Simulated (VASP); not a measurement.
These are PBE GGA, VASP's PBE PAW potentials (set 64) (plane waves; VASP 6.6.1) values and carry that method's errors.

A VASP calculation is set up with these files.

### POSCAR
```
SnSe2
1
    1.9050000000    -3.2995570000     0.0000000000
    1.9050000000     3.2995570000     0.0000000000
    0.0000000000     0.0000000000     6.1400000000
Sn Se
1 2
Direct
  0.0000000000   0.0000000000   0.0000000000
  0.3333330000   0.6666670000   0.2500000000
  0.6666670000   0.3333330000   0.7500000000
```

File KPOINTS:
```
Automatic mesh
0
Gamma
6 6 4
0 0 0
```

**INCAR**
```
ALGO = Normal
EDIFF = 1E-3
ENCUT = 400
GGA = PE
ISIF = 2
ISMEAR = 0
LASPH = .TRUE.
LCHARG = .FALSE.
LMAXMIX = 4
LREAL = .FALSE.
LWAVE = .FALSE.
NELM = 100
PREC = Accurate
SIGMA = 0.05
SYSTEM = SnSe2
```

POTCAR, in this order: Sn_d Se (PBE.64 set). Program: vasp_std.

**Question.** What will the output report for the number of irreducible k-points (NKPTS), number of bands (NBANDS), largest plane-wave count, number of space-group operations, FFT grid (NGX, NGY, NGZ)?

**Answer.** 
The number of irreducible k-points (NKPTS) comes out as 24 and the number of bands (NBANDS) is 17. The largest plane-wave count is 1412, the number of space-group operations is 12 and the FFT grid (NGX, NGY, NGZ) is 28 × 28 × 40.

The compound is SnSe2 in the 1T layered structure. The cell was not relaxed at this level. The run is one of a series of settings (EDIFF = 1E-3 against the base run), some of them coarse on purpose.
